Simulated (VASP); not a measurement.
Output of a VASP run:

OSZICAR:
```
       N       E                     dE             d eps       ncg     rms          rms(c)
DAV:   1     0.120859877365E+03    0.12086E+03   -0.10919E+04  5880   0.144E+03
DAV:   2    -0.241816849381E+02   -0.14504E+03   -0.14308E+03  6776   0.352E+02
DAV:   3    -0.281788987462E+02   -0.39972E+01   -0.38862E+01  7840   0.509E+01
DAV:   4    -0.282083355479E+02   -0.29437E-01   -0.29433E-01  6769   0.509E+00
DAV:   5    -0.282087009471E+02   -0.36540E-03   -0.36539E-03  7861   0.569E-01    0.267E+01
DAV:   6    -0.274779819785E+02    0.73072E+00   -0.39554E+00  7154   0.150E+01    0.945E+00
DAV:   7    -0.273812950944E+02    0.96687E-01   -0.26893E-01  6538   0.317E+00    0.461E+00
DAV:   8    -0.273573058409E+02    0.23989E-01   -0.44819E-02  7616   0.177E+00    0.278E-01
DAV:   9    -0.273567546015E+02    0.55124E-03   -0.12691E-03  7049   0.290E-01    0.159E-01
DAV:  10    -0.273566050086E+02    0.14959E-03   -0.31260E-04  7245   0.182E-01    0.364E-02
DAV:  11    -0.273565999088E+02    0.50998E-05   -0.32218E-05  7448   0.471E-02    0.165E-02
DAV:  12    -0.273565997729E+02    0.13596E-06   -0.12746E-06  4816   0.828E-03
   1 F= -.27356600E+02 E0= -.27356570E+02  d E =-.273566E+02
```

**OUTCAR**
```
------------------------ aborting loop because EDIFF is reached ----------------------------------------
  FORCE on cell =-STRESS in cart. coord.  units (eV):
  Direction    XX          YY          ZZ          XY          YZ          ZX
  --------------------------------------------------------------------------------------
  Total        0.0456243      0.0456243     -0.0266024      0.0000000      0.0000000      0.0000000
  in kB        1.8488354      1.8488354     -1.0780110      0.0000000      0.0000000      0.0000000
  external PRESSURE =       0.8732199 kB  Pullay stress =       0.0000000 kB
  volume of cell :       39.54
      direct lattice vectors                 reciprocal lattice vectors
    -1.593773906  1.593773906  3.891306893     0.000000000  0.313720784  0.128491536
     1.593773906 -1.593773906  3.891306893     0.313720784  0.000000000  0.128491536
     1.593773906  1.593773906 -3.891306893     0.313720784  0.313720784  0.000000000
 POSITION                                       TOTAL-FORCE (eV/Angst)
 -----------------------------------------------------------------------------------
      0.00000      0.00000      5.17809         0.000000      0.000000      0.007659
      0.00000      0.00000      2.60452        -0.000000     -0.000000     -0.007659
      0.00000      0.00000      0.00000         0.000000      0.000000      0.000000
 -----------------------------------------------------------------------------------
    total drift:                                0.000000     -0.000000     -0.000000
  FREE ENERGIE OF THE ION-ELECTRON SYSTEM (eV)
  ---------------------------------------------------
  free  energy   TOTEN  =       -27.3565997729 eV

  energy  without entropy=      -27.3565111035  energy(sigma->0) =      -27.35657022

 reached required accuracy - stopping structural energy minimisation
```
(Selected blocks of OUTCAR.)

File POSCAR:
```
WSi2
1
   -1.5937739063     1.5937739063     3.8913068932
    1.5937739063    -1.5937739063     3.8913068932
    1.5937739063     1.5937739063    -3.8913068932
Si W
2 1
Direct
  0.6653411640   0.6653411640   0.0000000000
  0.3346588360   0.3346588360   0.0000000000
  0.0000000000   0.0000000000   0.0000000000
```

Problem. Reconstruct the remaining input files.

Solution. This is not unique; one that fits is the input of the run itself, LDA (Ceperley-Alder, Perdew-Zunger), plane waves, VASP's LDA PAW potentials (set 64).

**KPOINTS**
```
K-points
0
gamma
  13 13 13
0 0 0
```

INCAR:
```
SYSTEM  =  WSi2
PREC  =  Accurate; ENCUT  =  500; LREAL  =  .FALSE.
LASPH  =  .TRUE.
EDIFF  =  1E-6; NELM  =  100; ALGO  =  Normal
LMAXMIX  =  6
ISMEAR  =  1; SIGMA  =  0.1
IBRION  =  2; NSW  =  40; ISIF  =  3
EDIFFG  =  -0.02
LWAVE  =  .FALSE.; LCHARG  =  .FALSE.
```

POTCAR, in this order: Si W_sv (LDA.64 set). Program: vasp_std.

The compound is WSi2 in the MoSi2 type structure. It was relaxed first.
